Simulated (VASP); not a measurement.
Given:

```xyz
1
Lattice="0.0000 2.8911 2.8911 2.8911 0.0000 2.8911 2.8911 2.8911 0.0000" Properties=species:S:1:pos:R:3 pbc="T T T"
Sr     0.0000     0.0000     0.0000
```

Computed with LDA (Ceperley-Alder, Perdew-Zunger), VASP's LDA PAW potentials (set 64) (plane waves; VASP). Settings: 400 eV cut-off, Gaussian smearing of 0.050 eV, potentials Sr_sv.

Give the energies of bands 5 to 8 at the high-symmetry points, in eV from the valence-band maximum.

```
band      Γ      X      U      L      W
----  -----  -----  -----  -----  -----
5     -3.88  -0.85  -0.23  -1.27  -0.05
6      2.35   0.14   0.15   0.29   0.66
7      2.35   1.39   1.01   2.18   0.66
8      2.35   5.25   3.64   2.18   2.44
```

The gap is indirect, 0.03 eV, from the valence maximum at L-W at 0.71 to the conduction minimum at L-W at 0.64.

The compound is Sr in the fcc structure. It was relaxed first, which changed the volume by -14 %.
